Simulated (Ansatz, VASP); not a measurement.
# Cross-check of Ti (Titanium) between VASP and Ansatz, part 2 of 2

One calculation is typed for both programs; each brings its own data sets. How far apart do they land? Of the first pair: The structure shown is the end of the Ansatz relaxation below.

VASP 6.6.1 and Ansatz 0.2.0.

So far. Step 3 (VASP: single point, PBEsol): The run ends at a pressure of 1.81 GPa.

### 5. VASP: zone-centre phonons, PBEsol

Level of this step: PBEsol; plane waves and PAW (Ti_sv) (VASP).

Second derivatives magnify differences that forces hide, and they need a tight electronic threshold. The cell compared in this pair holds 31.95 Å³, against 32.91 Å³ for the pair before.

INCAR reads:

```
SYSTEM = Ti
PREC = Accurate
ENCUT = 500
EDIFF = 1E-08
NELM = 120
ISMEAR = 1
SIGMA = 0.2
LREAL = .FALSE.
ALGO = Normal
GGA = PS
NBANDS = 18
LASPH = .TRUE.
LORBIT = 11
LWAVE = .FALSE.
LCHARG = .FALSE.
ISIF = 2
IBRION = 8
GGA_COMPAT = .FALSE.
KPAR = 2
```

POSCAR reads:

```
Ti
1.0
    2.7844242857      0.0000000000      0.0000000000
   -1.3922121429      2.4113821664      0.0000000000
    0.0000000000      0.0000000000      4.7592033066
Ti
2
Direct
    0.3333333334      0.6666666668      0.2500000000
    0.6666666668      0.3333333334      0.7500000000
```

KPOINTS reads:

```
Automatic mesh
0
Gamma
18 18 12
0 0 0
```

PAW data sets: Ti_sv (PBE family, release 64).

The run is started by

```console
$ mpirun -np 2 vasp_std
```

Numbers of over 12 decimals in the logs are rounded to 6 here.

The log of the run:

```text
[banner, memory and clock lines left out]
running    2 mpi-ranks, on    1 nodes
[...]
[... a notice as in an earlier step ...]

 LDA part: xc-table for (Slater+PW92), standard interpolation
 POSCAR, INCAR and KPOINTS ok, starting setup
[...]
entering main loop
       N       E                     dE             d eps       ncg     rms          rms(c)
DAV:   1     0.252945302813E+03    0.25295E+03   -0.12913E+04  9348   0.165E+03
DAV:   2     0.110908342920E+02   -0.24185E+03   -0.23866E+03  9490   0.450E+02
DAV:   3    -0.174740705350E+02   -0.28565E+02   -0.28192E+02 17498   0.127E+02
DAV:   4    -0.185690545238E+02   -0.10950E+01   -0.10938E+01 10632   0.262E+01
[...]
DAV:  14    -0.166083200178E+02   -0.35863E-06   -0.20992E-07 13590   0.275E-03    0.550E-04
DAV:  15    -0.166083200395E+02   -0.21668E-07   -0.88832E-09  6838   0.796E-04    0.910E-05
DAV:  16    -0.166083200413E+02   -0.18817E-08   -0.14027E-09  5356   0.465E-04
   1 F= -.16608320E+02 E0= -.16609689E+02  d E =0.410836E-02
[...]
RMM:  16    -0.509394396352E+00    0.19342E-06   -0.21786E-06105349   0.598E-04    0.123E-05
RMM:  17    -0.509394522033E+00   -0.12568E-06   -0.16555E-06105911   0.466E-04    0.135E-05
RMM:  18    -0.509394603214E+00   -0.81181E-07   -0.13941E-06105489   0.386E-04    0.120E-05
 first order change of Fermi-energy   0.73147E-04
 force on displaced ion       1 direction 1 :  -1.047  -0.001   0.000
 Linear response progress:
  Degree of freedom:   2/  2
       N       E                     dE             d eps       ncg     rms          rms(c)
RMM:   1    -0.716454216327E+00   -0.71645E+00    0.28235E+01 14252   0.144E+02
RMM:   2    -0.676156492191E+00    0.40298E-01   -0.33223E-01 25978   0.470E+00    0.307E-01
RMM:   3    -0.673845970732E+00    0.23105E-02   -0.26379E-02 28221   0.134E+00    0.137E-01
RMM:   4    -0.675243548102E+00   -0.13976E-02   -0.11353E-02 32675   0.599E-01    0.532E-02
[...]
RMM:  18    -0.677238869029E+00   -0.28932E-06   -0.91136E-07 32914   0.636E-04    0.233E-05
RMM:  19    -0.677238995836E+00   -0.12681E-06   -0.93743E-07 36538   0.550E-04    0.230E-05
RMM:  20    -0.677238880421E+00    0.11542E-06   -0.23674E-07 33893   0.493E-04    0.269E-05
 first order change of Fermi-energy  -0.28716E-03
 force on displaced ion       1 direction 3 :  -0.000  -0.000  -4.507
 Linear response finished
```

OUTCAR, selected parts (step 5):

```text
  Total        1.6210946      1.6210946     -0.0752272     -0.0000000      0.0000000      0.0000000
  in kB       81.2799101     81.2799101     -3.7718111     -0.0000000      0.0000000      0.0000000
  external PRESSURE =      52.9293363 kB  Pullay stress =       0.0000000 kB

 POSITION                                       TOTAL-FORCE (eV/Angst)
 -----------------------------------------------------------------------------------
     -0.00000      1.60759      1.18980         0.000000     -0.000000      0.000000
      1.39221      0.80379      3.56940        -0.000000      0.000000      0.000000
 -----------------------------------------------------------------------------------
    total drift:                               -0.000000     -0.000000      0.000000

[... 1 part as in an earlier step ...]

[... 1 further part left out ...]
```

### 6. Ansatz: zone-centre phonons, PBEsol

The same cell, functional, mesh and smearing now go to Ansatz, which takes its cutoff from its data sets.

The cell is taken from a series of runs on this material, whose earlier steps may have relaxed, scaled, displaced or heated it; both programs get it as it stands.

input.yaml reads:

```yaml
crystal:
  lattice:
    - [2.7844242857, 0.0, 0.0]
    - [-1.3922121429, 2.4113821664, 0.0]
    - [0.0, 0.0, 4.7592033066]
  atoms:
    - { symbol: Ti, position: [0.3333333333, 0.6666666667, 0.25] }
    - { symbol: Ti, position: [0.6666666667, 0.3333333333, 0.75] }
kpoints:
  mp_grid: { grid: [18, 18, 12] }
hamiltonian:
  xc: pbesol
  pseudopotentials: { kind: paw, azcp: { folder: soft_1 }, xc_functional: pbe }
scf:
  occupations: { method: methfessel_paxton, width: 0.2 }
output:
  eigenvalues: true
phonons:
  method: dfpt
```

The run is started by

```console
$ ansatz run input.yaml --threads 4 --pin off --max-ram 10240MiB --backend cpu --events-out ev --progress --plain --runs-dir out
```

The log of the run:

```text
zone centre: on kpoints.mp_grid the ground state, and the responses unless they are solved on pairs of k-points, stand on 637 of the mesh's 3888 k-points, reduced under 4 symmetry operations, with k and −k counted as one. Each operation leaves every solved displacement unchanged or reverses it
[...]
Crystal: 2 atoms, lattice volume = 31.955 Å³
[...]
k mesh reduced under 4 symmetry operations, with k and −k counted as one. Each operation leaves every solved displacement unchanged or reverses it
  ASR residual: 3.731e-5 → 0.000e0 eV/Å²; symmetrization residual: 2.976e-10 eV/Å²
  ASR residual per site (eV/Å²): 3.73e-5 3.73e-5
  Γ frequencies (cm⁻¹): 0.00 0.00 0.00 109.53 109.53 226.95
  non-analytic LO–TO correction: not included (Born effective charges unavailable; polar crystals: no LO–TO splitting at Γ)
[key lines of the parts left out:]
SCF converged after 8 iterations
Free energy (F): -4947.727556 eV
Fermi energy:    14.494084 eV
```

### 7. Comparison

Compared:

| quantity | Ansatz | VASP | difference |
| --- | --- | --- | --- |
| optical mode 1 to 2 (cm⁻¹) | 109.5 | 109.0 | +0.44 % |
| optical mode 3 (cm⁻¹) | 226.9 | 226.3 | +0.31 % |

Modes are paired by rising frequency, not by their patterns, so a pair may set unlike modes beside each other; they are those without the splitting of longitudinal modes.

### 8. Summary of results

```yaml
difference_in_pressure_single_point_pbesol: 0.31 GPa
r_m_s_difference_of_the_optical_zone_centre_modes_each_program_s_sorted_by_frequency_zone_centre_phonons_pbesol: 0.56 cm⁻¹
```

**Reading.** The difference in pressure is 0.31 GPa (single point, PBEsol), within the 1 GPa picked in this series as the mark of a large difference. How closely two codes agree says nothing of how well the functional describes the real material.

[Lines on the potential files, build, host, timing and source positions are cut from VASP's logs without a mark.]

[Logs are printed without paths, hosts, clocks, repeated set-up lines and the standing remarks that a program may print on its own settings, such as how far it seeks lower states.]

[Hosts, paths, dates, database ids (printed as entryN), source tags and the programs' standing remarks are cut or masked in the printed files.]
